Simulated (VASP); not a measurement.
Given:

```
TiC
1.0
    0.00000     2.10369     2.10369
    2.10369     0.00000     2.10369
    2.10369     2.10369     0.00000
Ti C
1 1
Direct
  0.00000   0.00000   0.00000
  0.50000   0.50000   0.50000
```

Level of theory: PBEsol GGA, VASP's PBE PAW potentials (set 64) (plane waves; VASP 6.6.1). Settings: 520 eV cut-off, 15×15×15 Γ-centred mesh, first-order Methfessel-Paxton smearing of 0.10 eV, potentials Ti_sv C.

Task: Give the stress tensor in GPa (positive for a compressed cell).

Result: 
```
18.46   0.00   0.00
 0.00  18.46   0.00
 0.00   0.00  18.46
```
The pressure is its mean diagonal, 18.46 GPa.

The compound is TiC in the rock salt structure. This cell is one point of a volume scan, at 0.94 of the reference volume.
